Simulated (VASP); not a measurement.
Au: single point with PBE

The system is Au, a sheet with vacuum.

```
CELL_PARAMETERS angstrom
2.66227 0.00000 0.00000
0.00000 2.66170 0.00000
0.00000 0.00000 23.80000
ATOMIC_POSITIONS crystal
Au 0.00000 0.50000 0.29412
```

The cell was built by a generator and needn't be a form met in nature.

```
Program                : VASP 6.6.1
Task                   : single point
Functional             : PBE
Potentials or basis    : VASP PAW PBE potentials, release 64 (Au)
Cutoff                 : 520 eV
k mesh                 : 20 × 20 × 1
Occupations            : gaussian, width 0.1 eV
Spin                   : no spin polarisation
Dipole correction      : yes
Further INCAR settings : ALGO = Fast; EDIFF = 1e-06; NBANDS = 12
```

| Property | Result |
| --- | --- |
| Band gap on the k mesh | none (metal or under the smearing width) |

Levels at points of the mesh, in eV from the Fermi level:
| k point | band 4 | band 5 | band 6 | band 7 | band 8 | band 9 |
| --- | --- | --- | --- | --- | --- | --- |
| (0.00, 0.00, 0.00) | -1.27 | -1.27 | -0.65 | 1.91 | 5.51 | 5.92 |
| (0.50, 0.00, 0.00) | -1.78 | -1.04 | 1.81 | 3.97 | 6.85 | 9.85 |
| (0.00, 0.50, 0.00) | -1.78 | -1.04 | 1.81 | 3.98 | 6.85 | 9.85 |
| (0.50, 0.50, 0.00) | -1.40 | 0.65 | 6.72 | 6.72 | 9.40 | 12.06 |

Run time: 3.8 min on 1 thread of Intel(R) Xeon(R) Platinum 8488C (Sapphire Rapids), with other jobs on the host, peak memory 0.41 GiB.

Spin-orbit coupling is left out, which matters for the levels of Au.
